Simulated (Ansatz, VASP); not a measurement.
## One calculation of VW2C3, two programs

Contents of INCAR:

```
ALGO = Fast
EDIFF = 1E-6
ENCUT = 520
ISIF = 2
ISMEAR = -1
ISPIN = 2
LASPH = T
LCHARG = F
LMAXMIX = 4
LORBIT = 11
LREAL = F
LWAVE = F
MAGMOM = 0 0 3.5 0 0 0
NBANDS = 40
NELM = 150
PREC = Accurate
SIGMA = 0.05
```

KPOINTS

```
k-points
0
Gamma
  8 8 8
```

Contents of POSCAR:

```
VW2C3
1.0
   -1.5244850000      2.1619300000      4.5850290000
    1.5244850000     -2.1619300000      4.5850290000
    1.5244850000      2.1619300000     -4.5850290000
W V C
2 1 3
Direct
    0.8340170000      0.3340170000      0.5000000000
    0.1659830000      0.6659830000      0.5000000000
    0.5000000000      0.0000000000      0.5000000000
    0.3390390000      0.3390390000      0.0000000000
    0.6609610000      0.6609610000      0.0000000000
    0.0000000000      0.0000000000      0.0000000000
```

input.yaml

```yaml
crystal:
  lattice:
    - [-1.524485, 2.16193, 4.585029]
    - [1.524485, -2.16193, 4.585029]
    - [1.524485, 2.16193, -4.585029]
  atoms:
    - { symbol: W, position: [0.834017, 0.334017, 0.5] }
    - { symbol: W, position: [0.165983, 0.665983, 0.5] }
    - { symbol: V, position: [0.5, 0.0, 0.5], spin: 2.0 }
    - { symbol: C, position: [0.339039, 0.339039, 0.0] }
    - { symbol: C, position: [0.660961, 0.660961, 0.0] }
    - { symbol: C, position: [0.0, 0.0, 0.0] }
hamiltonian:
  xc: lda
  pseudopotentials: { kind: paw }
magnetization:
  spin_polarized: true
kpoints:
  mp_grid: { grid: [8, 8, 8] }
scf:
  occupations: { method: fermi_dirac, width: 0.05 }
output:
  forces: true
  stress: true
  eigenvalues: true
  write_density: true
  write_potential: true
  elf: true
  volumetric_format: npy
```

The cell comes from a database or a generator and needn't be the stable form of this composition.

Alike in both runs: task single point; functional LDA; k mesh 8 × 8 × 8; occupations fermi-dirac, width 0.05 eV; collinear spin, ferromagnetic start.

|  | VASP | Ansatz |
| --- | --- | --- |
| version | VASP 6.6.1 | Ansatz 0.2.0 |
| potentials or method | VASP PAW LDA potentials, release 64 (W_sv, V_sv, C) | Ansatz PAW |
| plane-wave cutoff (eV) | 520 | 420 |
| valence electrons in the cell | 53 | 53 |

|  | VASP | Ansatz | Ansatz less VASP |
| --- | --- | --- | --- |
| gap on the k mesh at the Fermi level (eV) | none | none | - |
| pressure (GPa) | -14.6 | -16.2 | -1.67 |
| largest component of the traceless stress (GPa) | 0.07 | 0.08 | +0.002 |
| rms of the force components (eV/Å) | 0.011 | 0.020 | +0.0099 |
| net moment per atom (μB) | 0.00 | 0.00 | 0.000 |

Atom by atom the forces differ by 0.012 eV/Å (rms over components). A gap of «none» marks a metal or a gap that the smearing closes.

Caveats: the pressure holds a Pulay correction of +0.4 GPa for the finite cutoff (Ansatz); the PAW data sets come from PBE, with cores solved anew for the run's functional, which leaves a small shift of forces and pressure (Ansatz); the starting moments weren't kept (Ansatz). The runs have no spin-orbit coupling, so splittings on W are missing.
